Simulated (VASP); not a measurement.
Method: PBE GGA, VASP's PBE PAW potentials (set 64) (plane waves; VASP).

Input for VASP

POSCAR:
```
Ni3Fe
1
    3.5500000000     0.0000000000     0.0000000000
    0.0000000000     3.5500000000     0.0000000000
    0.0000000000     0.0000000000     3.5500000000
Fe Ni
1 3
Direct
  0.0000000000   0.0000000000   0.0000000000
  0.0000000000   0.5000000000   0.5000000000
  0.5000000000   0.0000000000   0.5000000000
  0.5000000000   0.5000000000   0.0000000000
```

INCAR:
```
! general
SYSTEM  = Ni3Fe
PREC    = Accurate
ENCUT   = 400
LREAL   = F
LASPH   = T

! electronic loop
EDIFF   = 1E-6
NELM    = 100
ALGO    = Normal
LMAXMIX = 4

! smearing
ISMEAR  = 0
SIGMA   = 0.01

! functional
GGA     = PE

! spin
ISPIN   = 2
MAGMOM  = 3.0 0.7 0.7 0.7

! ions
ISIF    = 2

! output
LWAVE   = F
LCHARG  = F
LORBIT  = 10
```

### KPOINTS
```
K-points
0
gamma
  8 8 8
```

POTCAR, in this order: Fe Ni (PBE.64 set). Program: vasp_std.

What VASP printed:

File OSZICAR:
```
       N       E                     dE             d eps       ncg     rms          rms(c)
DAV:   1     0.216006104328E+03    0.21601E+03   -0.14569E+04  3784   0.169E+03
DAV:   2    -0.171765483196E+02   -0.23318E+03   -0.22414E+03  3648   0.332E+02
DAV:   3    -0.290238198390E+02   -0.11847E+02   -0.11266E+02  3764   0.103E+02
DAV:   4    -0.291759078440E+02   -0.15209E+00   -0.15176E+00  3982   0.123E+01
DAV:   5    -0.291804668964E+02   -0.45591E-02   -0.45586E-02  4986   0.172E+00    0.204E+01
DAV:   6    -0.265209798698E+02    0.26595E+01   -0.38215E+01  3890   0.981E+01    0.216E+01
DAV:   7    -0.297860497305E+02   -0.32651E+01   -0.24745E+01  4346   0.120E+02    0.272E+01
DAV:   8    -0.248559537677E+02    0.49301E+01   -0.16388E+01  4560   0.548E+01    0.621E+00
DAV:   9    -0.250237573840E+02   -0.16780E+00   -0.67828E-01  4172   0.101E+01    0.324E+00
DAV:  10    -0.249938690429E+02    0.29888E-01   -0.12842E-01  4988   0.855E+00    0.154E+00
DAV:  11    -0.249934015878E+02    0.46746E-03   -0.41277E-02  5494   0.248E+00    0.116E+00
DAV:  12    -0.249960545616E+02   -0.26530E-02   -0.66772E-03  4190   0.206E+00    0.318E-01
DAV:  13    -0.249963250676E+02   -0.27051E-03   -0.22650E-03  5356   0.735E-01    0.642E-02
DAV:  14    -0.249963925820E+02   -0.67514E-04   -0.28569E-04  5048   0.210E-01    0.120E-01
DAV:  15    -0.249963668485E+02    0.25733E-04   -0.14085E-04  4390   0.332E-01    0.206E-02
DAV:  16    -0.249963681191E+02   -0.12705E-05   -0.17071E-05  4868   0.727E-02    0.239E-02
DAV:  17    -0.249963681663E+02   -0.47215E-07   -0.16382E-06  2236   0.298E-02
   1 F= -.24996368E+02 E0= -.24996277E+02  d E =-.182188E-03  mag=     4.8064
```

**OUTCAR**
```
------------------------ aborting loop because EDIFF is reached ----------------------------------------
  FORCE on cell =-STRESS in cart. coord.  units (eV):
  Direction    XX          YY          ZZ          XY          YZ          ZX
  --------------------------------------------------------------------------------------
  Total       -0.4259571     -0.4259571     -0.4259571      0.0000000     -0.0000000      0.0000000
  in kB      -15.2542671    -15.2542671    -15.2542671      0.0000000     -0.0000000      0.0000000
  external PRESSURE =     -15.2542671 kB  Pullay stress =       0.0000000 kB
  volume of cell :       44.74
      direct lattice vectors                 reciprocal lattice vectors
     3.550000000  0.000000000  0.000000000     0.281690141  0.000000000  0.000000000
     0.000000000  3.550000000  0.000000000     0.000000000  0.281690141  0.000000000
     0.000000000  0.000000000  3.550000000     0.000000000  0.000000000  0.281690141
 POSITION                                       TOTAL-FORCE (eV/Angst)
 -----------------------------------------------------------------------------------
      0.00000      0.00000      0.00000         0.000000      0.000000      0.000000
      0.00000      1.77500      1.77500         0.000000      0.000000      0.000000
      1.77500      0.00000      1.77500         0.000000      0.000000      0.000000
      1.77500      1.77500      0.00000         0.000000      0.000000      0.000000
 -----------------------------------------------------------------------------------
    total drift:                                0.000000     -0.000000     -0.000000
  FREE ENERGIE OF THE ION-ELECTRON SYSTEM (eV)
  ---------------------------------------------------
  free  energy   TOTEN  =       -24.9963681663 eV

  energy  without entropy=      -24.9961859781  energy(sigma->0) =      -24.99627707

 total charge

# of ion       s       p       d       tot
------------------------------------------
    1        0.472   0.498   6.107   7.077
    2        0.502   0.505   8.318   9.326
    3        0.502   0.505   8.318   9.326
    4        0.502   0.505   8.318   9.326
--------------------------------------------------
tot          1.979   2.014  31.060  35.054

 magnetization (x)

# of ion       s       p       d       tot
------------------------------------------
    1        0.012  -0.001   2.904   2.915
    2       -0.016  -0.045   0.702   0.642
    3       -0.016  -0.045   0.702   0.642
    4       -0.016  -0.045   0.702   0.642
--------------------------------------------------
tot         -0.035  -0.136   5.011   4.840
```
(Selected blocks of OUTCAR.)

The compound is Ni3Fe in the L1_2 structure. The cell was not relaxed at this level. The run is one of a series of settings (ISMEAR = 0, SIGMA = 0.01 against the base run), some of them coarse on purpose.
